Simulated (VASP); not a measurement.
# NaLi3S2: relaxation of cell and atoms with PBE

Crystal: NaLi3S2.

```
Na Li S
1.0
     4.08453    0.00000    0.00000
    -2.04226    3.53731    0.00000
     0.00000    0.00000    6.72023
Na Li S
1 3 2
Direct
  0.00000 0.00000 0.00000
  0.00000 0.00000 0.50000
  0.66667 0.33333 0.65865
  0.33333 0.66667 0.34135
  0.66667 0.33333 0.28207
  0.33333 0.66667 0.71793
```

The cell was built by a generator and needn't be a form met in nature.

The cell isn't the ideal one: species swapped into the Li3GdBi2 type (P-3m1, No. 164).

```json
{
 "Program": "VASP 6.6.1",
 "Task": "relaxation of cell and atoms",
 "Functional": "PBE",
 "Potentials or basis": "VASP PAW PBE potentials, release 64 (Na_pv, Li_sv, S)",
 "Cutoff": "600 eV",
 "k mesh": "6 × 6 × 4",
 "Occupations": "gaussian, width 0.02 eV",
 "Spin": "no spin polarisation",
 "Dipole correction": "no",
 "Further INCAR settings": "ALGO = Normal; EDIFF = 1e-06; IBRION = 2; EDIFFG = -0.01; NSW = 100; ISIF = 3"
}
```

```yaml
Relaxed_volume: 16.11 Å³/atom
Relaxed_cell: a = 4.077 Å, b = 4.077 Å, c = 6.713 Å, α = 90.00°, β = 90.00°, γ = 120.00°
Space_group_after_relaxing_to_0.05_Å: P-3m1 (No. 164)
Energy_gained_by_relaxing: 0.2 meV/atom
Ionic_steps: 7
Pressure_after_relaxing: 0.0 GPa
Largest_force_after_relaxing: 0.003 eV/Å
Band_gap_on_the_k_mesh: 3.50 eV, direct
```

Forces in eV/Å, atoms in the order of the input:
```
Na   0.000  0.000  0.000
Li   0.000  0.000  0.000
Li   0.000  0.000  0.003
Li   0.000  0.000 -0.003
S    0.000  0.000  0.003
S    0.000  0.000 -0.003
```

The path:
```
step  energy change (eV)  largest force (eV/Å)  pressure (GPa)  volume (Å³)
   1              0.0000                0.0362           -0.15        97.10
   2             -0.0003                0.0334           -0.06        96.88
   3             -0.0005                0.0292            0.07        96.56
   4             -0.0007                0.0243            0.04        96.59
   5             -0.0009                0.0109           -0.02        96.67
   6             -0.0009                0.0150           -0.03        96.69
   7             -0.0010                0.0034            0.02        96.63
```

Final structure:
```
CELL_PARAMETERS angstrom
4.07685 0.00000 0.00000
-2.03842 3.53066 0.00000
0.00000 0.00000 6.71345
ATOMIC_POSITIONS crystal
Na 0.00000 0.00000 0.00000
Li 0.00000 0.00000 0.50000
Li 0.66667 0.33333 0.66171
Li 0.33333 0.66667 0.33829
S 0.66667 0.33333 0.28139
S 0.33333 0.66667 0.71861
```

Levels at points of the mesh, in eV from the valence-band top:
```csv
k point,band 11,band 12,band 13,band 14,band 15,band 16,band 17,band 18
"(0.00, 0.00, 0.00)",-0.85,-0.35,-0.35,0.00,3.50,4.71,5.42,5.42
"(0.50, 0.00, 0.00)",-1.82,-1.79,-0.81,-0.76,4.59,4.82,5.89,6.69
"(0.00, 0.00, 0.50)",-0.77,-0.77,-0.44,-0.44,4.50,4.88,5.34,5.34
"(0.50, 0.00, 0.50)",-1.74,-1.21,-0.89,-0.66,4.14,4.85,5.15,6.33
```

It took 2.1 min on 1 thread of Intel(R) Xeon(R) Platinum 8488C (Sapphire Rapids) (shared host), peak memory 0.27 GiB.

Caveat: the cutoff is under 1.25 times the usual one of these potentials, so pressure, stress and relaxed cells hold a basis-set (Pulay) error.
